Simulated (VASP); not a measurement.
Calculation: optB86b-vdW, VASP's PBE PAW potentials (set 64) (plane waves; VASP).

A VASP calculation is set up with these files.

File POSCAR:
```
In
1
   -1.6232408227     1.6232408227     2.5124265502
    1.6232408227    -1.6232408227     2.5124265502
    1.6232408227     1.6232408227    -2.5124265502
In
1
Direct
  0.0000000000   0.0000000000   0.0000000000
```

KPOINTS:
```
Automatic mesh
0
Gamma
18 18 18
0 0 0
```

INCAR:
```
AGGAC = 0.0
ALGO = Normal
EDIFF = 1E-7
ENCUT = 520
GGA = MK
ISIF = 2
ISMEAR = -5
LASPH = .True.
LCHARG = .True.
LMAXMIX = 4
LORBIT = 11
LREAL = .False.
LUSE_VDW = .True.
LWAVE = .False.
NEDOS = 601
NELM = 100
PARAM1 = 0.1234
PARAM2 = 1.0
PREC = Accurate
SYSTEM = In
```

POTCAR, in this order: In_d (PBE.64 set). Program: vasp_std.

The resulting files:

### OSZICAR
```
       N       E                     dE             d eps       ncg     rms          rms(c)
DAV:   1     0.745574557574E+02    0.74557E+02   -0.65561E+03  9636   0.163E+03
DAV:   2     0.327255843019E+01   -0.71285E+02   -0.70390E+02  9776   0.289E+02
DAV:   3     0.547279048715E+00   -0.27253E+01   -0.27157E+01 11238   0.652E+01
DAV:   4     0.486891027894E+00   -0.60388E-01   -0.60346E-01 12160   0.984E+00
DAV:   5     0.484308286274E+00   -0.25827E-02   -0.25818E-02 11630   0.167E+00    0.203E+00
DAV:   6     0.509573279388E+00    0.25265E-01   -0.49440E-02 11038   0.489E+00    0.992E-01
DAV:   7     0.514376269758E+00    0.48030E-02   -0.14203E-02 11538   0.241E+00    0.254E-01
DAV:   8     0.514733308236E+00    0.35704E-03   -0.78472E-04 10900   0.554E-01    0.298E-02
DAV:   9     0.514729115078E+00   -0.41932E-05   -0.16351E-05 13712   0.616E-02    0.157E-02
DAV:  10     0.514727308761E+00   -0.18063E-05   -0.27829E-06 10312   0.174E-02    0.128E-03
DAV:  11     0.514727269467E+00   -0.39294E-07   -0.46360E-08  7184   0.321E-03
   1 F= 0.51472727E+00 E0= 0.51472727E+00  d E =0.000000E+00
```

**OUTCAR**
```
------------------------ aborting loop because EDIFF is reached ----------------------------------------
  FORCE on cell =-STRESS in cart. coord.  units (eV):
  Direction    XX          YY          ZZ          XY          YZ          ZX
  --------------------------------------------------------------------------------------
  Total        0.0382064      0.0382064     -0.0230947      0.0000000     -0.0000000      0.0000000
  in kB        2.3116759      2.3116759     -1.3973426      0.0000000     -0.0000000      0.0000000
  external PRESSURE =       1.0753364 kB  Pullay stress =       0.0000000 kB
  volume of cell :       26.48
      direct lattice vectors                 reciprocal lattice vectors
    -1.623240823  1.623240823  2.512426550     0.000000000  0.308025767  0.199010793
     1.623240823 -1.623240823  2.512426550     0.308025767  0.000000000  0.199010793
     1.623240823  1.623240823 -2.512426550     0.308025767  0.308025767  0.000000000
 POSITION                                       TOTAL-FORCE (eV/Angst)
 -----------------------------------------------------------------------------------
      0.00000      0.00000      0.00000         0.000000      0.000000      0.000000
 -----------------------------------------------------------------------------------
    total drift:                               -0.000000     -0.000000     -0.000000
  FREE ENERGIE OF THE ION-ELECTRON SYSTEM (eV)
  ---------------------------------------------------
  free  energy   TOTEN  =         0.5147272695 eV

  energy  without entropy=        0.5147272695  energy(sigma->0) =        0.51472727

 total charge

# of ion       s       p       d       tot
------------------------------------------
    1        1.007   0.490   9.848  11.345
```
(Selected blocks of OUTCAR.)

For a metal the tetrahedron method with Blöchl corrections gives inexact stress and forces.

The compound is In in the bct structure. It was relaxed first.
